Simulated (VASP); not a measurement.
Data:

```
AlRu
1.0
    2.92896     0.00000     0.00000
    0.00000     2.92896     0.00000
    0.00000     0.00000     2.92896
Al Ru
1 1
Direct
  0.50000   0.50000   0.50000
  0.00000   0.00000   0.00000
```

Calculation: optB86b-vdW, VASP's PBE PAW potentials (set 64) (plane waves; VASP 6.6.1). Run with 520 eV cut-off, 12×12×12 Γ-centred mesh, first-order Methfessel-Paxton smearing of 0.10 eV, potentials Al Ru_pv.

### Question
What does the run give for the energy per atom (σ→0), pressure, band gap (on the k-mesh) with the smallest direct gap where there is one?

### Answer

```
Property                                                     Value
------------------------  ----------------------------------------
band gap (on the k-mesh)  none (metal, semimetal or under 0.01 eV)
energy per atom (σ→0)                               -5.040 eV/atom
pressure                                                 14.89 GPa
```

Total energies compare only between runs with the same potentials, cut-off and functional.

The compound is RuAl in the CsCl type structure. This cell is one point of a volume scan, at 0.94 of the reference volume. The electron count is odd and the run is not spin-polarised, which forces a metal.
